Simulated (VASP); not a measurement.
Consider the following.

```yaml
crystal:
  lattice:
    - [1.88745, -3.26915, 0.00000]
    - [1.88745, 3.26915, 0.00000]
    - [0.00000, 0.00000, 5.52867]
  atoms:
    - { symbol: Sn, position: [0.00000, 0.00000, 0.00000] }
    - { symbol: Se, position: [0.33333, 0.66667, 0.28660] }
    - { symbol: Se, position: [0.66667, 0.33333, 0.71340] }
```

Level of theory: PBEsol GGA, VASP's PBE PAW potentials (set 64) (plane waves; VASP). Run with 480 eV cut-off, 6×6×4 Γ-centred mesh, Gaussian smearing of 0.050 eV, potentials Sn_d Se.

Without a dispersion term in the relaxation, distances and binding between the weakly bound layers, chains or molecules are unreliable, and so is what depends on them. Unless said otherwise, spin-orbit coupling is left out, though it shifts the bands of the heavy elements here.

Question: What does the run give for the energy per atom (σ→0), pressure, band gap (on the k-mesh) with the smallest direct gap where there is one?

Answer: 
* **band gap (on the k-mesh)**: none (metal, semimetal or under 0.01 eV)
* **energy per atom (σ→0)**: -4.282 eV/atom
* **pressure**: 5.00 GPa

Only differences to runs with the same potentials and settings are physical.

The compound is SnSe2 in the 1T layered structure. It was relaxed first under an external pressure of 5 GPa. The k-mesh is coarse (spacing up to 0.32 per Å, 2π included), so the numbers may not be converged in it.
